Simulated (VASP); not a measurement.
**Ga2PN: relaxation of cell and atoms with PBE**

Crystal: Ga2PN.

```
Ga P N
1.0
     3.74314    0.00000    0.00000
     0.00000    3.74314    0.00000
     0.00000    0.00000    5.10841
Ga P N
2 1 1
Direct
  0.00000 0.00000 0.50000
  0.50000 0.50000 0.00000
  0.50000 0.50000 0.50000
  0.00000 0.00000 0.00000
```

The cell was built by a generator and needn't be a form met in nature.

* Program: VASP 6.6.1
* Task: relaxation of cell and atoms
* Functional: PBE
* Potentials or basis: VASP PAW PBE potentials, release 64 (Ga_d, P, N)
* Cutoff: 520 eV
* k mesh: 4 × 4 × 3
* Occupations: gaussian, width 0.15 eV
* Spin: no spin polarisation
* Further INCAR settings: PREC = Normal; ALGO = Fast; EDIFF = 0.0001; IBRION = 2; EDIFFG = -0.08; NSW = 24; ISIF = 3

```yaml
Relaxed_volume: 13.74 Å³/atom
Relaxed_cell: a = 3.402 Å, b = 3.402 Å, c = 4.747 Å, α = 90.00°, β = 90.00°, γ = 90.00°
Space_group_after_relaxing_to_0.05_Å: P4/mmm (No. 123)
Energy_gained_by_relaxing: 255.4 meV/atom
Ionic_steps: 7
Pressure_after_relaxing: 0.3 GPa
Band_gap_on_the_k_mesh: none (metal or under the smearing width)
```

Stress tensor (GPa, compression positive):
```
0.19 0.00 0.00
0.00 0.19 0.00
0.00 0.00 0.56
```

The path:
| step | energy change (eV) | largest force (eV/Å) | pressure (GPa) | volume (Å³) |
| --- | --- | --- | --- | --- |
| 1 | 0.0000 | 0.0000 | -15.25 | 71.57 |
| 2 | -1.0081 | 0.0000 | 0.45 | 55.34 |
| 3 | -1.0086 | 0.0000 | -1.33 | 55.60 |
| 4 | -1.0168 | 0.0000 | 0.38 | 55.36 |
| 5 | -1.0199 | 0.0000 | 0.30 | 55.18 |
| 6 | -1.0213 | 0.0000 | 1.15 | 54.80 |
| 7 | -1.0215 | 0.0000 | 0.31 | 54.94 |

Final structure:
```
Ga P N
1.0
     3.40205    0.00000    0.00000
     0.00000    3.40205    0.00000
     0.00000    0.00000    4.74691
Ga P N
2 1 1
Direct
  0.00000 0.00000 0.50000
  0.50000 0.50000 0.00000
  0.50000 0.50000 0.50000
  0.00000 0.00000 0.00000
```

Levels at points of the mesh, in eV from the Fermi level:
```csv
k point,band 15,band 16,band 17,band 18,band 19,band 20,band 21,band 22
"(0.00, 0.00, 0.00)",-2.87,-2.86,-0.45,-0.31,-0.31,1.62,3.92,8.88
"(0.50, 0.00, 0.00)",-3.98,-3.24,-0.72,-0.06,1.99,3.63,4.08,5.50
"(0.50, 0.50, 0.00)",-3.52,-3.21,-2.54,-2.54,-2.52,-1.22,4.53,4.53
```

Wall time 19 s on 2 MPI ranks on Intel(R) Xeon(R) Platinum 8375C CPU @ 2.90GHz (Ice Lake) (shared host), peak memory 0.15 GiB a rank.

Caveat: the k mesh is coarse (spacing up to 0.42 Å⁻¹), so the values aren't converged; the volume moved by over 15 % at a fixed basis, so the end points are rough; the relaxation stopped at a loose force limit of 0.08 eV/Å, so its end isn't a converged minimum.
